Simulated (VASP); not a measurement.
Given:

```
MoSe2
1.0
    1.63673    -2.83489     0.00000
    1.63673     2.83489     0.00000
    0.00000     0.00000    13.11817
Mo Se
2 4
Cartesian
  1.63673   0.94497   3.27954
  1.63673  -0.94497   9.83863
  1.63673   0.94497  11.50391
  1.63673  -0.94497   4.94483
  1.63673  -0.94497   1.61425
  1.63673   0.94497   8.17334
```

Level of theory: PBEsol GGA, VASP's PBE PAW potentials (set 64) (plane waves; VASP). Settings: 520 eV cut-off, 9×9×2 Γ-centred mesh, tetrahedra with Blöchl corrections, potentials Mo_sv Se.

The cores are frozen, which limits the accuracy of field gradients. Without a dispersion term in the relaxation, distances and binding between the weakly bound layers, chains or molecules are unreliable, and so is what depends on them.

Question: Give the principal components of the electric field gradient (V/Å²) and the asymmetry η at each nucleus.

Answer: 
```json
[
 {"atom": "Mo1", "Vxx": "35.7", "Vyy": "35.7", "Vzz": "-71.4", "η": "0.00"},
 {"atom": "Mo2", "Vxx": "35.7", "Vyy": "35.7", "Vzz": "-71.4", "η": "0.00"},
 {"atom": "Se3", "Vxx": "48.2", "Vyy": "48.2", "Vzz": "-96.4", "η": "0.00"},
 {"atom": "Se4", "Vxx": "48.2", "Vyy": "48.2", "Vzz": "-96.4", "η": "0.00"},
 {"atom": "Se5", "Vxx": "48.2", "Vyy": "48.2", "Vzz": "-96.4", "η": "0.00"},
 {"atom": "Se6", "Vxx": "48.2", "Vyy": "48.2", "Vzz": "-96.4", "η": "0.00"}
]
```

The compound is MoSe2 in the 2H layered structure. It was relaxed first.
